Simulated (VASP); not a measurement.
Here is the system:

```
MgB2
1.0
    1.53579    -2.66007     0.00000
    1.53579     2.66007     0.00000
    0.00000     0.00000     3.47116
Mg B
1 2
Direct
  0.00000   0.00000   0.00000
  0.33333   0.66667   0.50000
  0.66667   0.33333   0.50000
```

Level of theory: AM05 GGA, VASP's PBE PAW potentials (set 64) (plane waves; VASP). Run with 520 eV cut-off, 13×13×10 Γ-centred mesh, tetrahedra with Blöchl corrections, potentials Mg B.

The cores are frozen, which limits the accuracy of field gradients.

Question: Give the principal components of the electric field gradient (V/Å²) and the asymmetry η at each nucleus.

Answer: 
```json
[
 {"atom": "Mg1", "Vxx": "0.4", "Vyy": "0.4", "Vzz": "-0.8", "η": "0.00"},
 {"atom": "B2", "Vxx": "-9.5", "Vyy": "-9.5", "Vzz": "19.0", "η": "0.00"},
 {"atom": "B3", "Vxx": "-9.5", "Vyy": "-9.5", "Vzz": "19.0", "η": "0.00"}
]
```

The compound is MgB2 in the AlB2 type structure. It was relaxed first.
